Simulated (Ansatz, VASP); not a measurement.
# Cross-check of Te (Tellurium) between VASP and Ansatz, part 2 of 2

Aim: how closely do two programs agree when they are given the same cell, functional and k mesh? The cell is taken from a series of runs on this material, whose earlier steps may have relaxed, scaled, displaced or heated it; both programs get it as it stands.

VASP 6.6.1 and Ansatz 0.2.0.

So far: The structure; Ansatz: zone-centre phonons, PBE.

### Step 3. VASP: zone-centre phonons, PBE

Level of this step: PBE; plane waves and PAW (Te) (VASP).

The same cell, functional, mesh and smearing now go to VASP, with its own data sets.

Lines of VASP's logs that name or quote its potential files are left out, and so is its time.

File INCAR:

```
SYSTEM = Te
PREC = Accurate
ENCUT = 500
EDIFF = 1E-08
NELM = 120
ISMEAR = 1
SIGMA = 0.2
LREAL = .FALSE.
ALGO = Normal
GGA = PE
NBANDS = 15
LORBIT = 11
LWAVE = .FALSE.
LCHARG = .FALSE.
ISIF = 2
IBRION = 8
LASPH = .TRUE.
GGA_COMPAT = .FALSE.
KPAR = 2
```

File POSCAR:

```
Te
1.0
    4.5208564395      0.0000000000      0.0000000000
   -2.2604282198      3.9151765235      0.0000000000
    0.0000000000      0.0000000000      5.9583197582
Te
3
Direct
    0.2678969159      0.0000000000      0.3333333333
    0.0000000000      0.2678969159      0.6666666667
    0.7321030841      0.7321030841      0.0000000000
```

File KPOINTS:

```
Automatic mesh
0
Gamma
12 12 8
0 0 0
```

Potentials, in the order of the species: Te (PBE family, release 64).

Command:

```bash
$ mpirun -np 2 vasp_std
```

Numbers of over 12 decimals in the logs are rounded to 6 here.

The log of the run:

```text
[banner, memory and clock lines left out]
running    2 mpi-ranks, on    1 nodes
 distrk:  each k-point on    1 cores,    2 groups
 distr:  one band on    1 cores,    1 groups

 POSCAR found type information on POSCAR Te
 POSCAR found :  1 types and       3 ions
 LDA part: xc-table for (Slater+PW92), standard interpolation
 POSCAR, INCAR and KPOINTS ok, starting setup
 FFT: planning ... GRIDC
 FFT: planning ... GRID_SOFT
 FFT: planning ... GRID
 WAVECAR not read
 entering main loop
       N       E                     dE             d eps       ncg     rms          rms(c)
DAV:   1     0.733016459439E+02    0.73302E+02   -0.63287E+03  3930   0.925E+02
DAV:   2    -0.464739099923E+01   -0.77949E+02   -0.74334E+02  5265   0.138E+02
DAV:   3    -0.936315141541E+01   -0.47158E+01   -0.46943E+01  4637   0.387E+01
DAV:   4    -0.944895715572E+01   -0.85806E-01   -0.85792E-01  5990   0.611E+00
DAV:   5    -0.944994626364E+01   -0.98911E-03   -0.98909E-03  5095   0.572E-01    0.115E+01
DAV:   6    -0.943388136104E+01    0.16065E-01   -0.18339E-02  5001   0.833E-01    0.730E+00
DAV:   7    -0.943171925356E+01    0.21621E-02   -0.40594E-02  4707   0.126E+00    0.296E-01
DAV:   8    -0.943103798634E+01    0.68127E-03   -0.73570E-03  4476   0.486E-01    0.152E-01
DAV:   9    -0.943107203698E+01   -0.34051E-04   -0.20411E-04  5672   0.971E-02    0.102E-01
DAV:  10    -0.943110871867E+01   -0.36682E-04   -0.51158E-05  4810   0.464E-02    0.208E-02
DAV:  11    -0.943110531363E+01    0.34050E-05   -0.12677E-05  5225   0.218E-02    0.693E-03
DAV:  12    -0.943110570202E+01   -0.38839E-06   -0.11714E-06  5267   0.646E-03    0.219E-03
DAV:  13    -0.943110586160E+01   -0.15958E-06   -0.43457E-07  4770   0.398E-03    0.237E-03
DAV:  14    -0.943110591056E+01   -0.48958E-07   -0.23131E-08  5295   0.914E-04    0.323E-04
DAV:  15    -0.943110591143E+01   -0.87164E-09   -0.87433E-09  3750   0.600E-04
   1 F= -.94311059E+01 E0= -.94317828E+01  d E =0.203060E-02
 Linear response reoptimize wavefunctions to high precision
DAV:   1    -0.943110591601E+01   -0.45709E-08   -0.61047E-10  3869   0.182E-04
DAV:   2    -0.943110591603E+01   -0.20577E-10   -0.91494E-11  2756   0.738E-05
 Linear response DOF=           3
 Linear response progress:
  Degree of freedom:   1/  3
       N       E                     dE             d eps       ncg     rms          rms(c)
RMM:   1    -0.470798949206E-01   -0.47080E-01    0.40400E-02 21593   0.103E+00
RMM:   2    -0.457475259071E-01    0.13324E-02   -0.22972E-03 15044   0.274E-01    0.981E-02
RMM:   3    -0.456849924470E-01    0.62533E-04   -0.90371E-05 16069   0.600E-02    0.672E-02
RMM:   4    -0.456210424092E-01    0.63950E-04   -0.22993E-05 16349   0.272E-02    0.175E-02
RMM:   5    -0.456198264214E-01    0.12160E-05   -0.95417E-07 16604   0.688E-03    0.962E-03
RMM:   6    -0.456256604629E-01   -0.58340E-05   -0.29160E-07 16360   0.295E-03    0.164E-03
RMM:   7    -0.456244829100E-01    0.11776E-05    0.53073E-08 16741   0.740E-04    0.589E-04
RMM:   8    -0.456238039278E-01    0.67898E-06    0.96413E-08 16765   0.271E-04    0.128E-04
RMM:   9    -0.456239875717E-01   -0.18364E-06   -0.84664E-08 17258   0.660E-05    0.699E-05
RMM:  10    -0.456240393581E-01   -0.51786E-07   -0.52846E-09 16368   0.516E-05    0.201E-05
RMM:  11    -0.456240253268E-01    0.14031E-07   -0.14568E-08 17888   0.133E-05    0.210E-05
RMM:  12    -0.456240302153E-01   -0.48885E-08   -0.63066E-09 16174   0.616E-06    0.363E-06
 first order change of Fermi-energy   0.17944E+00
 force on displaced ion       1 direction 1 :  -3.088   0.000   0.000
 Linear response progress:
  Degree of freedom:   2/  3
       N       E                     dE             d eps       ncg     rms          rms(c)
RMM:   1    -0.483431322628E-01   -0.48343E-01    0.35626E-02 39489   0.103E+00
RMM:   2    -0.472724980478E-01    0.10706E-02   -0.23622E-03 27545   0.272E-01    0.738E-02
RMM:   3    -0.471519737449E-01    0.12052E-03   -0.10813E-04 29193   0.627E-02    0.459E-02
RMM:   4    -0.470821091667E-01    0.69865E-04   -0.33527E-05 29622   0.289E-02    0.143E-02
RMM:   5    -0.470931307407E-01   -0.11022E-04   -0.21261E-06 29994   0.870E-03    0.679E-03
RMM:   6    -0.471115344765E-01   -0.18404E-04   -0.50830E-07 29733   0.318E-03    0.941E-04
RMM:   7    -0.471108484284E-01    0.68605E-06    0.57137E-08 30586   0.613E-04    0.649E-04
RMM:   8    -0.471108313403E-01    0.17088E-07    0.73700E-08 29648   0.330E-04    0.108E-04
RMM:   9    -0.471109939018E-01   -0.16256E-06   -0.44987E-08 31297   0.810E-05    0.278E-05
RMM:  10    -0.471110123435E-01   -0.18442E-07   -0.19367E-08 29755   0.411E-05    0.539E-06
RMM:  11    -0.471110097586E-01    0.25849E-08   -0.16713E-08 33977   0.893E-06    0.469E-06
 first order change of Fermi-energy   0.59478E-04
 force on displaced ion       1 direction 2 :  -0.001  -2.297  -0.729
 Linear response progress:
  Degree of freedom:   3/  3
       N       E                     dE             d eps       ncg     rms          rms(c)
RMM:   1    -0.565007667658E-01   -0.56501E-01    0.45283E-02 41436   0.105E+00
RMM:   2    -0.539241082558E-01    0.25767E-02   -0.28573E-03 27500   0.296E-01    0.203E-01
RMM:   3    -0.537502505922E-01    0.17386E-03   -0.34774E-04 28953   0.856E-02    0.135E-01
RMM:   4    -0.537197021487E-01    0.30548E-04   -0.15611E-05 29558   0.243E-02    0.655E-02
RMM:   5    -0.537170388143E-01    0.26633E-05   -0.74165E-06 29487   0.164E-02    0.399E-03
RMM:   6    -0.537172953326E-01   -0.25652E-06   -0.50088E-07 30070   0.347E-03    0.241E-03
RMM:   7    -0.537186863814E-01   -0.13910E-05   -0.10682E-07 29396   0.167E-03    0.653E-04
RMM:   8    -0.537194683328E-01   -0.78195E-06    0.46867E-08 30336   0.517E-04    0.225E-04
RMM:   9    -0.537198800634E-01   -0.41173E-06    0.74251E-09 29622   0.249E-04    0.359E-05
RMM:  10    -0.537199447351E-01   -0.64672E-07   -0.53341E-08 31521   0.655E-05    0.828E-06
RMM:  11    -0.537199553270E-01   -0.10592E-07   -0.25577E-08 31566   0.193E-05    0.633E-06
RMM:  12    -0.537199567572E-01   -0.14302E-08   -0.97948E-10 30977   0.722E-06    0.147E-06
 first order change of Fermi-energy   0.11119E-05
 force on displaced ion       1 direction 3 :  -0.002  -0.730  -4.887
 Linear response finished
```

OUTCAR, selected parts (step 3):

```text
ion  position               nearest neighbor table
   1  0.268  0.000  0.333-   3 2.89   2 2.89   3 3.52   3 3.52   2 3.52   2 3.52
   2  0.000  0.268  0.667-   3 2.89   1 2.89   3 3.52   3 3.52   1 3.52   1 3.52
   3  0.732  0.732  0.000-   1 2.89   2 2.89   2 3.52   1 3.52   1 3.52   2 3.52

  LATTYP: Found a hexagonal cell.
 ALAT       =     4.5208564395
 C/A-ratio  =     1.3179626113

 Subroutine GETGRP returns: Found  6 space group operations
 (whereof  2 operations were pure point group operations)

The static configuration has the point symmetry C_2 .
 The point group associated with its full space group is D_3 .

 Found    131 irreducible k-points:

   k-points           NKPTS =    131   k-points in BZ     NKDIM =    131   number of bands    NBANDS=     15

   dimension x,y,z NGX =    36 NGY =   36 NGZ =   48
   dimension x,y,z NGXF=    72 NGYF=   72 NGZF=   96

   ENCUT  =  500.0 eV  36.75 Ry    6.06 a.u.   8.24  8.24 10.86*2*pi/ulx,y,z

   NELECT =      18.0000    total number of electrons

 k-points in reciprocal lattice and weights: Automatic mesh
   0.00000000  0.00000000  0.00000000       0.001
   0.08333333 -0.00000000  0.00000000       0.005
   0.16666667 -0.00000000  0.00000000       0.005
   0.25000000  0.00000000  0.00000000       0.005
   0.33333333  0.00000000  0.00000000       0.005
   0.41666667  0.00000000  0.00000000       0.005
   0.50000000  0.00000000  0.00000000       0.003
   0.08333333  0.08333333  0.00000000       0.005
   0.16666667  0.08333333  0.00000000       0.010
[...]
0.33333333  0.25000000  0.50000000       0.010
   0.33333333  0.33333333  0.50000000       0.002

 average (electrostatic) potential at core
       1 -89.4039       2 -89.4039       3 -89.4039

  Total       -0.0122832     -0.0122832     -0.0160463      0.0000000      0.0000000      0.0000000
  in kB       -0.1866067     -0.1866067     -0.2437750      0.0000000      0.0000000      0.0000000
  external PRESSURE =      -0.2056628 kB  Pullay stress =       0.0000000 kB

  energy-cutoff  :      500.00
  volume of cell :      105.46
      direct lattice vectors                 reciprocal lattice vectors
     4.520856440  0.000000000  0.000000000     0.221197026  0.127708163  0.000000000
    -2.260428220  3.915176524  0.000000000     0.000000000  0.255416325  0.000000000
     0.000000000  0.000000000  5.958319758     0.000000000  0.000000000  0.167832550

 POSITION                                       TOTAL-FORCE (eV/Angst)
 -----------------------------------------------------------------------------------
      1.21112      0.00000      1.98611         0.010478      0.000000      0.000000
     -0.60556      1.04886      3.97221        -0.005239      0.009075     -0.000000
      1.65487      2.86631      0.00000        -0.005239     -0.009075      0.000000
 -----------------------------------------------------------------------------------
    total drift:                                0.000000     -0.000000      0.000000

 Eigenvectors and eigenvalues of the dynamical matrix
 ----------------------------------------------------

   1 f  =    3.889457 THz    24.438182 2PiTHz  129.738335 cm-1    16.085496 meV
             X         Y         Z           dx          dy          dz
      1.211123  0.000000  1.986107    -0.100664    0.171384    0.661019
     -0.605562  1.048864  3.972213     0.198754    0.001464   -0.666706
      1.654866  2.866313  0.000000    -0.098109   -0.172880    0.005687

   2 f  =    3.889457 THz    24.438182 2PiTHz  129.738335 cm-1    16.085496 meV
             X         Y         Z           dx          dy          dz
      1.211123  0.000000  1.986107     0.171405    0.100651    0.388206
     -0.605562  1.048864  3.972213     0.001485   -0.198767    0.378356
      1.654866  2.866313  0.000000    -0.172858    0.098097   -0.766563

   3 f  =    3.272287 THz    20.560385 2PiTHz  109.151740 cm-1    13.533085 meV
             X         Y         Z           dx          dy          dz
      1.211123  0.000000  1.986107     0.577350   -0.000000    0.000000
     -0.605562  1.048864  3.972213    -0.288675    0.500000    0.000000
      1.654866  2.866313  0.000000    -0.288675   -0.500000   -0.000000

   4 f  =    2.481150 THz    15.589522 2PiTHz   82.762241 cm-1    10.261205 meV
             X         Y         Z           dx          dy          dz
      1.211123  0.000000  1.986107     0.000000   -0.577350    0.000091
     -0.605562  1.048864  3.972213     0.500000    0.288675    0.000091
      1.654866  2.866313  0.000000    -0.500000    0.288675    0.000091

   5 f  =    2.439637 THz    15.328693 2PiTHz   81.377538 cm-1    10.089524 meV
             X         Y         Z           dx          dy          dz
      1.211123  0.000000  1.986107    -0.400229    0.365555   -0.189525
     -0.605562  1.048864  3.972213     0.516759    0.164035    0.274546
      1.654866  2.866313  0.000000    -0.116256   -0.529340   -0.085021

   6 f  =    2.439637 THz    15.328693 2PiTHz   81.377538 cm-1    10.089524 meV
             X         Y         Z           dx          dy          dz
      1.211123  0.000000  1.986107    -0.365388   -0.400411    0.207596
     -0.605562  1.048864  3.972213    -0.163868    0.516576    0.060335
      1.654866  2.866313  0.000000     0.529506   -0.116439   -0.267931

   7 f/i=    0.000389 THz     0.002444 2PiTHz    0.012977 cm-1     0.001609 meV
             X         Y         Z           dx          dy          dz
      1.211123  0.000000  1.986107    -0.000000    0.000091    0.577350
     -0.605562  1.048864  3.972213    -0.000078   -0.000045    0.577350
      1.654866  2.866313  0.000000     0.000078   -0.000045    0.577350

   8 f/i=    0.000529 THz     0.003325 2PiTHz    0.017654 cm-1     0.002189 meV
             X         Y         Z           dx          dy          dz
      1.211123  0.000000  1.986107     0.240849   -0.524634   -0.000070
     -0.605562  1.048864  3.972213     0.240867   -0.524827    0.000007
      1.654866  2.866313  0.000000     0.240691   -0.524746    0.000062

   9 f/i=    0.000529 THz     0.003325 2PiTHz    0.017654 cm-1     0.002189 meV
             X         Y         Z           dx          dy          dz
      1.211123  0.000000  1.986107    -0.524838   -0.240755   -0.000032
     -0.605562  1.048864  3.972213    -0.524645   -0.240737    0.000076
      1.654866  2.866313  0.000000    -0.524725   -0.240913   -0.000044

 ELASTIC MODULI CONTR FROM IONIC RELAXATION (kBar)
 Direction    XX          YY          ZZ          XY          YZ          ZX
 --------------------------------------------------------------------------------
 XX        -273.3321   -105.9435   -226.9613      0.0000   -115.3011      0.0000
 YY        -105.9435   -273.3321   -226.9613      0.0000    115.3011     -0.0000
 ZZ        -226.9613   -226.9613   -271.6306      0.0000      0.0000     -0.0000
 XY           0.0000      0.0000      0.0000    -84.2296     -0.0000   -111.3237
 YZ        -115.3011    115.3011      0.0000     -0.0000   -188.2665      0.0000
 ZX           0.0000     -0.0000     -0.0000   -111.3237      0.0000   -181.6623
 --------------------------------------------------------------------------------
```

The gap is under twice the smearing width, so the edge states are partly filled and the run can't tell a small gap from a semimetal. Methfessel-Paxton smearing is not meant for a cell with a gap.

### Step 4. Differences

Known differences besides the potentials themselves: the data sets hold 48 valence electrons in Ansatz (on its PAW soft_1 files) and 18 in VASP; the cutoff is 420 eV in Ansatz and 500 eV in VASP. Total energies have different zeros and are not compared.

Compared:

| quantity | Ansatz | VASP | difference |
| --- | --- | --- | --- |
| optical mode 1 to 2 (cm⁻¹) | 81.9 | 81.4 | +0.59 % |
| optical mode 3 (cm⁻¹) | 83.4 | 82.8 | +0.78 % |
| optical mode 4 (cm⁻¹) | 108.5 | 109.2 | -0.61 % |
| optical mode 5 to 6 (cm⁻¹) | 130.3 | 129.7 | +0.43 % |

Our record labels this cell a metal in Ansatz alone; each run is judged by its own test, so with a small gap or wide smearing the label says little about the levels. Modes are paired by rising frequency, not by their patterns, so a pair may set unlike modes beside each other; they are those without the splitting of longitudinal modes.

### Step 5. Summary of results

```
r.m.s. difference of the optical zone-centre modes, each program's sorted by frequency (zone-centre phonons, PBE) : 0.57 cm⁻¹
difference in optical mode 3 (zone-centre phonons, PBE)                                                           : +0.8 %
```

In words: The r.m.s. difference of the optical zone-centre modes, each program's sorted by frequency is 0.57 cm⁻¹ (zone-centre phonons, PBE). The data sets hold unlike numbers of valence electrons (48 in Ansatz and 18 in VASP), so part of the differences comes from the potentials. Among the rows given in per cent, the largest difference of the zone-centre phonons, PBE pair is in optical mode 3, +0.8 %. How closely two codes agree says nothing of how well the functional describes the real material.

[Lines on the potential files, build, host, timing and source positions are cut from VASP's logs without a mark.]

[Logs are printed without paths, hosts, clocks, repeated set-up lines and the standing remarks that a program may print on its own settings, such as how far it seeks lower states.]

[Hosts, paths, dates, database ids (printed as entryN), source tags and the programs' standing remarks are cut or masked in the printed files.]
